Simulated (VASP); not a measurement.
All values below come from PBEsol GGA, VASP's PBE PAW potentials (set 64) (plane waves; VASP).

The input files of a VASP run:

### INCAR
```
ALGO = Normal
EDIFF = 1E-6
EDIFFG = -0.02
ENCUT = 520
GGA = PS
IBRION = 2
ISIF = 3
ISMEAR = 0
LASPH = T
LCHARG = F
LMAXMIX = 4
LREAL = F
LWAVE = F
NELM = 100
NSW = 60
PREC = Accurate
SIGMA = 0.05
SYSTEM = SnO
```

KPOINTS:
```
Automatic mesh
0
Gamma
6 6 2
0 0 0
```

POSCAR:
```
SnO
1.0
  2.2701698518  -2.5625086409   0.0000000000
  2.2701698518   2.5625086409   0.0000000000
  0.0000000000   0.0000000000  11.9082751856
Sn O
4 4
Cartesian
  2.2701698518  -2.3813821723   0.0222250582
  2.2701698518   2.3813821723   5.9763626510
  2.2701698518  -0.4823931224   9.1533787507
  2.2701698518   0.4823931224   3.1992411579
  2.2701698518  -0.2795849258  11.2992851114
  2.2701698518   0.2795849258   5.3451475186
  2.2701698518   2.5433642050   9.7904687949
  2.2701698518  -2.5433642050   3.8363312021
```

POTCAR, in this order: Sn_d O (PBE.64 set). Program: vasp_std.

The run wrote:

**OSZICAR**
```
       N       E                     dE             d eps       ncg     rms          rms(c)
DAV:   1     0.106162925844E+04    0.10616E+04   -0.37706E+04  2744   0.258E+03
DAV:   2     0.163810156365E+03   -0.89782E+03   -0.86419E+03  2520   0.744E+02
DAV:   3    -0.367993957521E+02   -0.20061E+03   -0.19248E+03  2864   0.257E+02
DAV:   4    -0.532333695738E+02   -0.16434E+02   -0.16193E+02  2928   0.773E+01
DAV:   5    -0.538764947914E+02   -0.64313E+00   -0.64254E+00  2968   0.156E+01    0.151E+01
DAV:   6    -0.474828265300E+02    0.63937E+01   -0.32074E+01  4040   0.514E+01    0.681E+00
DAV:   7    -0.474560449805E+02    0.26782E-01   -0.44837E+00  2888   0.996E+00    0.378E+00
DAV:   8    -0.474144447227E+02    0.41600E-01   -0.11316E+00  3752   0.553E+00    0.135E+00
DAV:   9    -0.473707148558E+02    0.43730E-01   -0.19657E-01  3736   0.392E+00    0.381E-01
DAV:  10    -0.473742014697E+02   -0.34866E-02   -0.34158E-02  3504   0.155E+00    0.318E-01
DAV:  11    -0.473722789460E+02    0.19225E-02   -0.58287E-03  3632   0.666E-01    0.792E-02
DAV:  12    -0.473723670389E+02   -0.88093E-04   -0.21376E-03  3168   0.215E-01    0.586E-02
DAV:  13    -0.473723429391E+02    0.24100E-04   -0.17805E-04  3216   0.112E-01    0.294E-02
DAV:  14    -0.473723456476E+02   -0.27085E-05   -0.97332E-06  3176   0.275E-02    0.276E-02
DAV:  15    -0.473723376960E+02    0.79516E-05   -0.22832E-05  3000   0.348E-02    0.288E-03
DAV:  16    -0.473723379364E+02   -0.24040E-06   -0.22504E-06  1976   0.117E-02
   1 F= -.47372338E+02 E0= -.47372338E+02  d E =-.473723E+02
       N       E                     dE             d eps       ncg     rms          rms(c)
DAV:   1    -0.473738754226E+02   -0.15377E-02   -0.11399E-01  3184   0.213E+00    0.210E-01
DAV:   2    -0.473731099341E+02    0.76549E-03   -0.39555E-03  3320   0.611E-01    0.103E-01
DAV:   3    -0.473727856338E+02    0.32430E-03   -0.66339E-04  3336   0.297E-01    0.320E-02
DAV:   4    -0.473727750905E+02    0.10543E-04   -0.22650E-04  3368   0.104E-01    0.111E-02
DAV:   5    -0.473727762927E+02   -0.12023E-05   -0.23735E-05  3016   0.482E-02    0.618E-03
DAV:   6    -0.473727765034E+02   -0.21071E-06   -0.21701E-06  1784   0.129E-02
   2 F= -.47372777E+02 E0= -.47372777E+02  d E =-.438567E-03
       N       E                     dE             d eps       ncg     rms          rms(c)
DAV:   1    -0.473748556434E+02   -0.20794E-02   -0.19564E-01  3168   0.279E+00    0.274E-01
DAV:   2    -0.473735518853E+02    0.13038E-02   -0.67733E-03  3336   0.801E-01    0.135E-01
DAV:   3    -0.473729935264E+02    0.55836E-03   -0.11518E-03  3360   0.390E-01    0.413E-02
DAV:   4    -0.473729764951E+02    0.17031E-04   -0.38483E-04  3392   0.136E-01    0.145E-02
DAV:   5    -0.473729778795E+02   -0.13844E-05   -0.38413E-05  3008   0.608E-02    0.808E-03
DAV:   6    -0.473729781660E+02   -0.28651E-06   -0.40997E-06  2464   0.166E-02
   3 F= -.47372978E+02 E0= -.47372978E+02  d E =-.640230E-03
```

### OUTCAR
```
------------------------ aborting loop because EDIFF is reached ----------------------------------------
  FORCE on cell =-STRESS in cart. coord.  units (eV):
  Direction    XX          YY          ZZ          XY          YZ          ZX
  --------------------------------------------------------------------------------------
  Total       -0.0007540      0.0149973     -0.0893139      0.0000000      0.0000000      0.0000000
  in kB       -0.0087374      0.1737925     -1.0349929      0.0000000      0.0000000      0.0000000
  external PRESSURE =      -0.2899793 kB  Pullay stress =       0.0000000 kB
  volume of cell :      138.26
      direct lattice vectors                 reciprocal lattice vectors
     2.264945085 -2.559911308  0.000000000     0.220755904 -0.195319267  0.000000000
     2.264945085  2.559911308  0.000000000     0.220755904  0.195319267  0.000000000
     0.000000000  0.000000000 11.922835902     0.000000000  0.000000000  0.083872663
 POSITION                                       TOTAL-FORCE (eV/Angst)
 -----------------------------------------------------------------------------------
      2.26495     -2.37696      0.02460         0.000000      0.006184     -0.009177
      2.26495      2.37696      5.98602         0.000000     -0.006184     -0.009177
      2.26495     -0.47762      9.16257         0.000000      0.014045      0.009252
      2.26495      0.47762      3.20116         0.000000     -0.014045      0.009252
      2.26495     -0.28116     11.31138         0.000000      0.005550     -0.014763
      2.26495      0.28116      5.34996         0.000000     -0.005550     -0.014763
      2.26495      2.53984      9.80381         0.000000      0.004199      0.014688
      2.26495     -2.53984      3.84239         0.000000     -0.004199      0.014688
 -----------------------------------------------------------------------------------
    total drift:                               -0.000000     -0.000000     -0.001999
  FREE ENERGIE OF THE ION-ELECTRON SYSTEM (eV)
  ---------------------------------------------------
  free  energy   TOTEN  =       -47.3729781660 eV

  energy  without entropy=      -47.3729781660  energy(sigma->0) =      -47.37297817

 reached required accuracy - stopping structural energy minimisation
```
(Selected blocks of OUTCAR.)

### CONTCAR
```
SnO
   1.00000000000000
     2.2649450853376001   -2.5599113075106281    0.0000000000000000
     2.2649450853376001    2.5599113075106281    0.0000000000000000
     0.0000000000000000    0.0000000000000000   11.9228359022521726
  Sn              O
     4     4
Direct
     0.9642665629718121    0.0357334370281879    0.0020634645785875
     0.0357334370281879    0.9642665629718121    0.5020634645785875
     0.5932890988221753    0.4067109011778248    0.7684894978983220
     0.4067109011778248    0.5932890988221753    0.2684894978983219
     0.5549159779296305    0.4450840220703695    0.9487156375226884
     0.4450840220703695    0.5549159779296305    0.4487156375226884
     0.0039196595677162    0.9960803404322839    0.8222714000004069
     0.9960803404322839    0.0039196595677162    0.3222714000004069
```

The structure comes from a computed database's SnO entry (Cmc2_1); how it stands against other phases isn't given here. This run relaxes it. Symmetry was kept, so distortions that lower it aren't found. The start is the result of an earlier pass.
